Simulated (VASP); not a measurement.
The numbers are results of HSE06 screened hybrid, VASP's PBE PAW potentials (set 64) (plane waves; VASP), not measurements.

The input files of a VASP run:

File POSCAR:
```
AlC62
1
    7.1465551589     0.0000000000     0.0000000000
    0.0000000000     7.1465551589     0.0000000000
    0.0000000000     0.0000000000     7.1465551589
C Al
62 1
Direct
  0.4987023046   0.9998596209   0.0005967033
  0.6202589041   0.1290126706   0.1297484263
  0.7469564440   0.2526178021   0.0040079467
  0.8705294536   0.3793713441   0.1297645975
  0.7469931445   0.0032585611   0.2533568072
  0.8705699420   0.1289962008   0.3800904888
  0.9984681299   0.0010990290   0.0018326092
  0.1214763745   0.1265101135   0.1272133402
  0.2464113018   0.2496795511   0.9994935005
  0.3700425265   0.3742008130   0.1236623609
  0.4993457377   0.5002479450   0.0004802604
  0.6254073152   0.6295894904   0.1236297985
  0.7498877928   0.7531863058   0.9994844159
  0.8730934681   0.8781026550   0.1271896427
  0.2464112702   0.9988215971   0.2504252599
  0.3700644361   0.1229677881   0.3749175826
  0.4844734863   0.2446992146   0.2454479365
  0.7548652664   0.5151489230   0.2454455627
  0.8766416617   0.6295895048   0.3749103339
  0.4993565282   0.9997484561   0.5009282842
  0.6253780912   0.1229537156   0.6302971926
  0.7548644194   0.2447171819   0.5157958072
  0.8766380514   0.3742061214   0.6302554016
  0.7498813496   0.9987681625   0.7538671326
  0.8730406560   0.1264981700   0.8788023955
  0.9997017600   0.5008361325   0.0006153122
  0.1224121913   0.6263290050   0.1235637351
  0.2501079270   0.7494378924   0.9985849874
  0.3732808313   0.8771837400   0.1235161733
  0.9962916005   0.2526507873   0.2533980889
  0.1231660933   0.3758172703   0.3765331005
  0.2464471088   0.5017762064   0.2471451055
  0.3683211167   0.6313303136   0.3616082584
  0.4977536693   0.7531646561   0.2471439440
  0.6238039593   0.8764459573   0.3765275215
  0.9997251927   0.9998969957   0.5016085623
  0.1224054002   0.1228523782   0.6270745270
  0.2464297354   0.2464570408   0.5025562948
  0.3683131189   0.3608803569   0.6320575718
  0.6387048048   0.6313244764   0.6320326195
  0.7531811071   0.7531628346   0.5025273246
  0.8767689106   0.8771752570   0.6270432483
  0.2501228565   0.9978729587   0.7501701091
  0.3732588558   0.1228154438   0.8778979490
  0.4977748220   0.2464268680   0.7538563919
  0.6237839899   0.3757813175   0.8771436729
  0.7531529505   0.5017457321   0.7538532230
  0.8767375601   0.6262833250   0.8779077602
  0.0008092843   0.7531917222   0.2504459410
  0.1234234488   0.8761612602   0.3759310551
  0.9998345791   0.5002256979   0.5009621706
  0.1268674862   0.6232991064   0.6240163107
  0.2526404071   0.7469784266   0.4972895993
  0.3763293454   0.8727212716   0.6240303541
  0.0008075968   0.2496994131   0.7538738244
  0.1234289368   0.3752237391   0.8768728715
  0.2526092669   0.4965658013   0.7476854578
  0.3762965446   0.6232738723   0.8734701812
  0.5030234772   0.7469665506   0.7476911305
  0.6243993371   0.8761367015   0.8768388048
  0.0017245078   0.7494593896   0.7501811364
  0.1248012054   0.8747660060   0.8755076743
  0.5614529588   0.4381741585   0.4388532197
```

**KPOINTS**
```
kpoints
0
gamma
  1 1 1
```

INCAR:
```
ISYM = 0
ISMEAR = 0
LWAVE = F
PRECFOCK = Fast
EDIFF = 1E-5   ! SCF stop (eV)
LASPH = T   ! aspherical one-centre terms
PREC = Normal
ENCUT = 400
SYSTEM = AlC62
AEXX = 0.25
ALGO = Normal   ! blocked Davidson
SIGMA = 0.05   ! width (eV)
LCHARG = F
LREAL = Auto   ! projection in real space or not
GGA = PE   ! PBE
NELECT = 252.0
HFSCREEN = 0.2   ! 1/Angstrom
ISIF = 0
NELMIN = 4
LHFCALC = T
NELM = 50   ! most electronic steps
```

POTCAR, in this order: C Al (PBE.64 set). Program: vasp_gam. Read from the step before: WAVECAR.

Output

File OUTCAR:
```
 ion  position               nearest neighbor table
   1  0.499  1.000  0.001-  29 1.53  44 1.53  60 1.54   2 1.57
   2  0.620  0.129  0.130-  17 1.52   3 1.55   5 1.55   1 1.57
   3  0.747  0.253  0.004-  46 1.54   2 1.55   4 1.55  25 1.56
   4  0.871  0.379  0.130-  18 1.52   3 1.55  30 1.55  26 1.57
   5  0.747  0.003  0.253-  35 1.54   6 1.55   2 1.55  14 1.56
   6  0.871  0.129  0.380-  22 1.52   5 1.55  30 1.55  36 1.57
   7  0.998  0.001  0.002-  14 1.54   8 1.54  25 1.54  62 1.56
   8  0.121  0.127  0.127-   7 1.54   9 1.55  15 1.55  30 1.56
   9  0.246  0.250  0.999-  56 1.53  10 1.54  44 1.55   8 1.55
  10  0.370  0.374  0.124-  17 1.51   9 1.54  32 1.55  11 1.56  63 2.67
  11  0.499  0.500  0.000-  46 1.54  58 1.54  10 1.56  12 1.56
  12  0.625  0.630  0.124-  18 1.51  13 1.54  34 1.55  11 1.56  63 2.67
  13  0.750  0.753  0.999-  60 1.53  12 1.54  48 1.55  14 1.55
  14  0.873  0.878  0.127-   7 1.54  13 1.55  49 1.55   5 1.56
  15  0.246  0.999  0.250-  50 1.53  16 1.54  29 1.55   8 1.55
  16  0.370  0.123  0.375-  17 1.51  15 1.54  38 1.55  20 1.56  63 2.67
  17  0.484  0.245  0.245-  16 1.51  10 1.51   2 1.52  63 2.03
  18  0.755  0.515  0.245-  19 1.51  12 1.51   4 1.52  63 2.03
  19  0.877  0.630  0.375-  18 1.51  49 1.54  41 1.55  51 1.56  63 2.67
  20  0.499  1.000  0.501-  35 1.54  54 1.54  16 1.56  21 1.56
  21  0.625  0.123  0.630-  22 1.51  24 1.54  45 1.55  20 1.56  63 2.67
  22  0.755  0.245  0.516-  23 1.51  21 1.51   6 1.52  63 2.03
  23  0.877  0.374  0.630-  22 1.51  55 1.54  47 1.55  51 1.56  63 2.67
  24  0.750  0.999  0.754-  60 1.53  21 1.54  42 1.55  25 1.55
  25  0.873  0.126  0.879-   7 1.54  24 1.55  55 1.55   3 1.56
  26  1.000  0.501  0.001-  48 1.53  27 1.53  56 1.54   4 1.57
  27  0.122  0.626  0.124-  26 1.53  32 1.54  49 1.55  28 1.55
  28  0.250  0.749  0.999-  62 1.54  27 1.55  29 1.55  58 1.56
  29  0.373  0.877  0.124-   1 1.53  34 1.54  15 1.55  28 1.55
  30  0.996  0.253  0.253-  31 1.54   6 1.55   4 1.55   8 1.56
  31  0.123  0.376  0.377-  51 1.54  30 1.54  32 1.56  38 1.56
  32  0.246  0.502  0.247-  33 1.51  27 1.54  10 1.55  31 1.56  63 2.67
  33  0.368  0.631  0.362-  34 1.51  32 1.51  53 1.52  63 2.03
  34  0.498  0.753  0.247-  33 1.51  29 1.54  12 1.55  35 1.56  63 2.67
  35  0.624  0.876  0.377-  20 1.54   5 1.54  41 1.56  34 1.56
  36  1.000  1.000  0.502-  37 1.53  42 1.53  50 1.54   6 1.57
  37  0.122  0.123  0.627-  36 1.53  38 1.54  55 1.55  43 1.55
  38  0.246  0.246  0.503-  39 1.51  37 1.54  16 1.55  31 1.56  63 2.67
  39  0.368  0.361  0.632-  45 1.51  38 1.51  57 1.52  63 2.03
...
```

**OSZICAR**
```
       N       E                     dE             d eps       ncg     rms          rms(c)
DAV:   1    -0.637207421750E+03   -0.63721E+03   -0.84053E+00   316   0.807E+00    0.874E+00
DAV:   2    -0.637228591786E+03   -0.21170E-01   -0.13540E-01   360   0.914E-01    0.686E+00
DAV:   3    -0.637238588716E+03   -0.99969E-02   -0.24882E-02   376   0.484E-01    0.460E+00
DAV:   4    -0.637313404684E+03   -0.74816E-01   -0.16425E-01   370   0.138E+00    0.288E+00
DAV:   5    -0.637291100775E+03    0.22304E-01   -0.18606E-01   360   0.124E+00    0.167E+00
DAV:   6    -0.637293976011E+03   -0.28752E-02   -0.42486E-02   360   0.518E-01    0.101E+00
DAV:   7    -0.637293158208E+03    0.81780E-03   -0.12656E-02   346   0.197E-01    0.629E-01
DAV:   8    -0.637293932199E+03   -0.77399E-03   -0.19394E-02   368   0.254E-01    0.452E-01
DAV:   9    -0.637294845062E+03   -0.91286E-03   -0.22704E-02   362   0.305E-01    0.397E-01
DAV:  10    -0.637295224301E+03   -0.37924E-03   -0.21934E-02   360   0.325E-01    0.376E-01
DAV:  11    -0.637294940328E+03    0.28397E-03   -0.17432E-02   368   0.311E-01    0.346E-01
DAV:  12    -0.637294179561E+03    0.76077E-03   -0.11339E-02   368   0.272E-01    0.292E-01
DAV:  13    -0.637293354789E+03    0.82477E-03   -0.56287E-03   368   0.210E-01    0.220E-01
DAV:  14    -0.637292801217E+03    0.55357E-03   -0.19156E-03   370   0.131E-01    0.143E-01
DAV:  15    -0.637292687831E+03    0.11339E-03   -0.11400E-03   352   0.532E-02    0.856E-02
DAV:  16    -0.637293019437E+03   -0.33161E-03   -0.28525E-03   354   0.486E-02    0.111E-01
DAV:  17    -0.637293597206E+03   -0.57777E-03   -0.59371E-03   338   0.116E-01    0.171E-01
DAV:  18    -0.637294119078E+03   -0.52187E-03   -0.86661E-03   368   0.174E-01    0.215E-01
DAV:  19    -0.637294379341E+03   -0.26026E-03   -0.94703E-03   360   0.205E-01    0.234E-01
DAV:  20    -0.637294322345E+03    0.56996E-04   -0.81440E-03   368   0.208E-01    0.228E-01
DAV:  21    -0.637294030865E+03    0.29148E-03   -0.55541E-03   368   0.187E-01    0.199E-01
DAV:  22    -0.637293671558E+03    0.35931E-03   -0.29517E-03   368   0.148E-01    0.155E-01
DAV:  23    -0.637293398876E+03    0.27268E-03   -0.10612E-03   360   0.970E-02    0.104E-01
DAV:  24    -0.637293306744E+03    0.92132E-04   -0.46236E-04   354   0.442E-02    0.610E-02
DAV:  25    -0.637293413696E+03   -0.10695E-03   -0.10145E-03   322   0.256E-02    0.655E-02
DAV:  26    -0.637293652184E+03   -0.23849E-03   -0.22708E-03   330   0.669E-02    0.104E-01
DAV:  27    -0.637293889535E+03   -0.23735E-03   -0.35294E-03   360   0.107E-01    0.136E-01
DAV:  28    -0.637294027914E+03   -0.13838E-03   -0.40839E-03   368   0.132E-01    0.152E-01
DAV:  29    -0.637294031297E+03   -0.33834E-05   -0.36737E-03   368   0.137E-01    0.151E-01
DAV:  30    -0.637293921904E+03    0.10939E-03   -0.26297E-03   368   0.126E-01    0.136E-01
DAV:  31    -0.637293765236E+03    0.15667E-03   -0.14825E-03   368   0.103E-01    0.108E-01
DAV:  32    -0.637293634477E+03    0.13076E-03   -0.58571E-04   360   0.712E-02    0.750E-02
DAV:  33    -0.637293578694E+03    0.55783E-04   -0.21429E-04   370   0.354E-02    0.444E-02
DAV:  34    -0.637293612869E+03   -0.34175E-04   -0.38460E-04   264   0.150E-02    0.408E-02
DAV:  35    -0.637293712122E+03   -0.99252E-04   -0.90898E-04   322   0.402E-02    0.651E-02
DAV:  36    -0.637293818387E+03   -0.10627E-03   -0.14695E-03   352   0.676E-02    0.873E-02
DAV:  37    -0.637293885174E+03   -0.66786E-04   -0.17543E-03   360   0.853E-02    0.992E-02
DAV:  38    -0.637293893998E+03   -0.88240E-05   -0.16230E-03   368   0.902E-02    0.999E-02
DAV:  39    -0.637293852220E+03    0.41778E-04   -0.11978E-03   376   0.843E-02    0.908E-02
DAV:  40    -0.637293785519E+03    0.66701E-04   -0.69290E-04   368   0.700E-02    0.737E-02
DAV:  41    -0.637293726129E+03    0.59390E-04   -0.29231E-04   360   0.498E-02    0.522E-02
DAV:  42    -0.637293697096E+03    0.29033E-04   -0.98988E-05   360   0.263E-02    0.314E-02
DAV:  43    -0.637293706714E+03   -0.96181E-05   -0.14385E-04   218   0.949E-03    0.254E-02
DAV:  44    -0.637293746903E+03   -0.40189E-04   -0.35585E-04   298   0.237E-02    0.404E-02
DAV:  45    -0.637293793470E+03   -0.46567E-04   -0.60293E-04   336   0.423E-02    0.556E-02
DAV:  46    -0.637293825135E+03   -0.31665E-04   -0.74634E-04   336   0.550E-02    0.644E-02
DAV:  47    -0.637293832896E+03   -0.77610E-05   -0.71993E-04   368   0.595E-02    0.659E-02
DAV:  48    -0.637293817810E+03    0.15086E-04   -0.54546E-04   368   0.562E-02    0.608E-02
DAV:  49    -0.637293789599E+03    0.28211E-04   -0.32637E-04   352   0.475E-02    0.503E-02
DAV:  50    -0.637293762851E+03    0.26748E-04   -0.14906E-04   352   0.349E-02
   1 F= -.63729376E+03 E0= -.63729376E+03  d E =-.743531E-05
```

### OUTCAR
```
------------------------ aborting loop EDIFF was not reached (unconverged)  ----------------------------
  volume of cell :      365.00
      direct lattice vectors                 reciprocal lattice vectors
     7.146555159  0.000000000  0.000000000     0.139927556  0.000000000  0.000000000
     0.000000000  7.146555159  0.000000000     0.000000000  0.139927556  0.000000000
     0.000000000  0.000000000  7.146555159     0.000000000  0.000000000  0.139927556
 POSITION                                       TOTAL-FORCE (eV/Angst)
 -----------------------------------------------------------------------------------
      3.56400      7.14555      0.00426        -0.730847     -0.179339     -0.203585
      4.43271      0.92200      0.92725         0.286252      0.262312      0.273258
      5.33817      1.80535      0.02864        -0.012639      0.011957     -0.125312
      6.22129      2.71120      0.92737         0.335124      0.142496      0.025333
      5.33843      0.02329      1.81063        -0.015286     -0.113354      0.006199
      6.22158      0.92188      2.71634         0.338635      0.013820      0.160122
      7.13561      0.00785      0.01310        -0.149570     -0.076436     -0.092576
      0.86814      0.90411      0.90914         0.204564      0.112738      0.117685
      1.76099      1.78435      7.14294        -0.184320     -0.425391     -0.106680
      2.64453      2.67425      0.88376         0.276017      0.497606      0.450479
      3.56860      3.57505      0.00343         0.019604     -0.022091     -0.137945
      4.46951      4.49940      0.88353         0.642603      0.131149     -0.051985
      5.35911      5.38269      7.14287        -0.433352     -0.061016     -0.129311
      6.23961      6.27541      0.90897         0.123712      0.081353      0.039177
      1.76099      7.13813      1.78968        -0.180589     -0.108180     -0.448469
      2.64469      0.87880      2.67937         0.260575      0.437246      0.524891
      3.46232      1.74876      1.75411        -0.251596     -0.712182     -0.758169
      5.39469      3.68154      1.75409        -0.920975     -0.066163     -0.323302
      6.26497      4.49940      2.67932         0.336062      0.232024      0.222470
      3.56868      7.14476      3.57991         0.018734     -0.120610     -0.004609
      4.46930      0.87870      4.50445         0.666510     -0.089240      0.134913
      5.39468      1.74888      3.68616        -0.946935     -0.259169     -0.070833
      6.26494      2.67428      4.50415         0.351709      0.179964      0.248324
      5.35907      7.13775      5.38755        -0.448232     -0.120705     -0.058138
      6.23923      0.90403      6.28041         0.141264      0.023263      0.094204
      7.14442      3.57925      0.00440        -0.367707     -0.358645     -0.199645
      0.87483      4.47609      0.88306         0.207517      0.013923      0.180575
      1.78741      5.35590      7.13644        -0.117040     -0.020963     -0.095184
      2.66767      6.26884      0.88272         0.435928      0.134563      0.075721
      7.12005      1.80558      1.81092        -0.219262     -0.046275     -0.053835
      0.88021      2.68580      2.69091         0.240041      0.010825      0.014883
      1.76125      3.58597      1.76624        -0.342433     -0.173717     -0.236640
      2.63223      4.51184      2.58425         0.924459      0.249298      0.067004
      3.55722      5.38253      1.76623        -0.642769      0.078575     -0.142756
      4.45805      6.26357      2.69087        -0.008011      0.098387      0.002686
      7.14459      7.14582      3.58477        -0.369603     -0.189348     -0.402702
      0.87478      0.87797      4.48142         0.215214      0.168864      0.036726
      1.76112      1.76132      3.59155        -0.314750     -0.228824     -0.224367
      2.63217      2.57905      4.51703         0.903020      0.059910      0.310370
      4.56454      4.51180      4.51686         0.277600      0.710247      0.751230
      5.38265      5.38252      3.59134        -0.288325     -0.448792     -0.521526
      6.26588      6.26878      4.48120         0.181103      0.113360      0.440552
      1.78752      7.13135      5.36113        -0.117446     -0.088968     -0.026348
      2.66752      0.87771      6.27395         0.435193      0.059258      0.141349
      3.55738      1.76110      5.38748        -0.639815     -0.124582      0.061049
      4.45791      2.68554      6.26856        -0.006691      0.009171      0.114134
      5.38245      3.58575      5.38745        -0.288424     -0.487920     -0.450445
      6.26565      4.47577      6.27402         0.188037      0.432864      0.114887
      0.00578      5.38273      1.78983        -0.222727     -0.176240     -0.055431
      0.88205      6.26153      2.68661         0.378759      0.187434      0.393097
      7.14537      3.57489      3.58015        -0.219436     -0.013362     -0.024669
      0.90667      4.45444      4.45957         0.221322      0.053750      0.054390
      1.80551      5.33832      3.55391        -0.342465     -0.009460     -0.141168
      2.68946      6.23695      4.45967        -0.017710      0.122099     -0.001062
      0.00577      1.78449      5.38760        -0.226299     -0.023077     -0.170047
      0.88209      2.68156      6.26662         0.370340      0.351649      0.197165
      1.80529      3.54873      5.34338        -0.324004     -0.132377     -0.016332
      2.68922      4.45426      6.24230        -0.011375      0.009513      0.117325
      3.59489      5.33824      5.34342        -0.307672     -0.265779     -0.265401
      4.46230      6.26136      6.26638         0.743983      0.183385      0.201373
      0.01232      5.35605      5.36121        -0.205820     -0.117213     -0.115475
      0.89190      6.25156      6.25686         0.136108      0.101123      0.096258
      4.01245      3.13144      3.13629         0.014137     -0.014709     -0.013885
 -----------------------------------------------------------------------------------
    total drift:                                0.065498     -0.046111     -0.065726
  FREE ENERGIE OF THE ION-ELECTRON SYSTEM (eV)
  ---------------------------------------------------
  free  energy   TOTEN  =      -637.2937628511 eV

  energy  without entropy=     -637.2937554158  energy(sigma->0) =     -637.29375913

  exchange ACFDT corr.  =         0.00000000  see jH, gK, PRB 81, 115126
```
(Selected blocks of OUTCAR.)

### stdout
```
...
DAV:  31    -0.637293765236E+03    0.15667E-03   -0.14825E-03   368   0.103E-01    0.108E-01
DAV:  32    -0.637293634477E+03    0.13076E-03   -0.58571E-04   360   0.712E-02    0.750E-02
DAV:  33    -0.637293578694E+03    0.55783E-04   -0.21429E-04   370   0.354E-02    0.444E-02
DAV:  34    -0.637293612869E+03   -0.34175E-04   -0.38460E-04   264   0.150E-02    0.408E-02
DAV:  35    -0.637293712122E+03   -0.99252E-04   -0.90898E-04   322   0.402E-02    0.651E-02
DAV:  36    -0.637293818387E+03   -0.10627E-03   -0.14695E-03   352   0.676E-02    0.873E-02
DAV:  37    -0.637293885174E+03   -0.66786E-04   -0.17543E-03   360   0.853E-02    0.992E-02
DAV:  38    -0.637293893998E+03   -0.88240E-05   -0.16230E-03   368   0.902E-02    0.999E-02
DAV:  39    -0.637293852220E+03    0.41778E-04   -0.11978E-03   376   0.843E-02    0.908E-02
DAV:  40    -0.637293785519E+03    0.66701E-04   -0.69290E-04   368   0.700E-02    0.737E-02
DAV:  41    -0.637293726129E+03    0.59390E-04   -0.29231E-04   360   0.498E-02    0.522E-02
DAV:  42    -0.637293697096E+03    0.29033E-04   -0.98988E-05   360   0.263E-02    0.314E-02
DAV:  43    -0.637293706714E+03   -0.96181E-05   -0.14385E-04   218   0.949E-03    0.254E-02
DAV:  44    -0.637293746903E+03   -0.40189E-04   -0.35585E-04   298   0.237E-02    0.404E-02
DAV:  45    -0.637293793470E+03   -0.46567E-04   -0.60293E-04   336   0.423E-02    0.556E-02
DAV:  46    -0.637293825135E+03   -0.31665E-04   -0.74634E-04   336   0.550E-02    0.644E-02
DAV:  47    -0.637293832896E+03   -0.77610E-05   -0.71993E-04   368   0.595E-02    0.659E-02
DAV:  48    -0.637293817810E+03    0.15086E-04   -0.54546E-04   368   0.562E-02    0.608E-02
DAV:  49    -0.637293789599E+03    0.28211E-04   -0.32637E-04   352   0.475E-02    0.503E-02
DAV:  50    -0.637293762851E+03    0.26748E-04   -0.14906E-04   352   0.349E-02

 -----------------------------------------------------------------------------
|                                                                             |
|           W    W    AA    RRRRR   N    N  II  N    N   GGGG   !!!           |
|           W    W   A  A   R    R  NN   N  II  NN   N  G    G  !!!           |
|           W    W  A    A  R    R  N N  N  II  N N  N  G       !!!           |
|           W WW W  AAAAAA  RRRRR   N  N N  II  N  N N  G  GGG   !            |
|           WW  WW  A    A  R   R   N   NN  II  N   NN  G    G                |
|           W    W  A    A  R    R  N    N  II  N    N   GGGG   !!!           |
|                                                                             |
|     The electronic self-consistency was not achieved in the given           |
|     number of steps (NELM). The forces and other quantities evaluated       |
|     might not be reliable so examine the results carefully. If you find     |
|     spurious results, we suggest increasing NELM, if you were close to      |
|     convergence or switching to a different ALGO or adjusting the           |
|     density mixing parameters otherwise.                                    |
|                                                                             |
 -----------------------------------------------------------------------------

   1 F= -.63729376E+03 E0= -.63729376E+03  d E =-.743531E-05
```

The run did not converge; its last values are not results.

The cell is charged, with a uniform compensating background. The supercell is sampled at Γ alone, which is coarse: total energies, pressure and levels can be off, energies of defects by several tenths of an eV.

The cell is a supercell with a defect, built from C (diamond): Al_C-vac_C, charge -1. The cell's shape comes from a PBE relaxation. The run is not spin-polarised, so no state with unpaired spins was tried.
